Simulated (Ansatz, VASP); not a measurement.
# GaB4: VASP beside Ansatz

```
Ga B
1.0
     3.72982    0.00000    0.00000
     0.00000    3.72982    0.00000
     0.00000    0.00000    3.72982
Ga B
1 4
Direct
  0.00000 0.00000 0.00000
  0.33514 0.33514 0.33514
  0.66486 0.66486 0.33514
  0.33514 0.66486 0.66486
  0.66486 0.33514 0.66486
```

Change from the starting cell: species swapped into the SnI4 type (P-43m, No. 215).

Alike in both runs: functional PBE; k mesh 6 × 6 × 6; occupations gaussian, width 0.1 eV; no spin polarisation.

Ansatz relaxed the structure, and its values are those at the end. VASP's run is a single point on that final structure, the one shown.

```csv
,VASP,Ansatz
version,VASP 6.6.1,Ansatz 0.2.0
potentials or method,"VASP PAW PBE potentials, release 64 (Ga_d, B)","scalar-relativistic, plane waves, PAW"
plane-wave cutoff (eV),520,420
valence electrons in the cell,25,25
```

```tsv
	VASP	Ansatz	Ansatz less VASP
gap on the k mesh at the Fermi level (eV)	none	none	-
pressure (GPa)	-0.1	-0.1	-0.02
rms of the force components (eV/Å)	0.001	0.010	+0.0089
```

A gap of «none» marks a metal or a gap that the smearing closes.
